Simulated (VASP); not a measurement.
The system is Si.

```
Si
1.0
     0.00000    2.71500    2.71500
     2.71500    0.00000    2.71500
     2.71500    2.71500    0.00000
Si
2
Cartesian
  0.0000 0.0000 0.0000
  1.3575 1.3575 1.3575
```

The cell was built by a generator and needn't be a form met in nature.

| Item | Value |
| --- | --- |
| Program | VASP 6.6.1 |
| Task | relaxation of cell and atoms |
| Functional | PBE |
| Potentials or basis | VASP PAW PBE potentials, release 64 (Si) |
| Cutoff | 600 eV |
| k mesh | 10 × 10 × 10 |
| Occupations | gaussian, width 0.01 eV |
| Spin | no spin polarisation |

At the start: pressure 2.0 GPa; volume 20.01 Å³/atom.

Question: How do energy, volume and symmetry change on relaxing?

Answer: Over 3 steps the energy falls by 2.6 meV/atom and the volume is 20.44 Å³/atom (+2.1 %); space group Fd-3m (No. 227, to 0.05 Å).

Step by step:
```
step  energy change (eV)  largest force (eV/Å)  pressure (GPa)  volume (Å³)
   1              0.0000                0.0000            1.99        40.03
   2             -0.0029                0.0000           -1.24        41.48
   3             -0.0052                0.0000            0.01        40.89
```

Final structure:
```cif
data_structure
_symmetry_space_group_name_H-M 'P 1'
_symmetry_Int_Tables_number 1
_cell_length_a 3.8669
_cell_length_b 3.8669
_cell_length_c 3.8669
_cell_angle_alpha 60.000
_cell_angle_beta 60.000
_cell_angle_gamma 60.000
_cell_volume 40.89
loop_
_atom_site_label
_atom_site_type_symbol
_atom_site_fract_x
_atom_site_fract_y
_atom_site_fract_z
_atom_site_occupancy
Si1 Si 0.00000 0.00000 0.00000 1
Si2 Si 0.25000 0.25000 0.25000 1
```
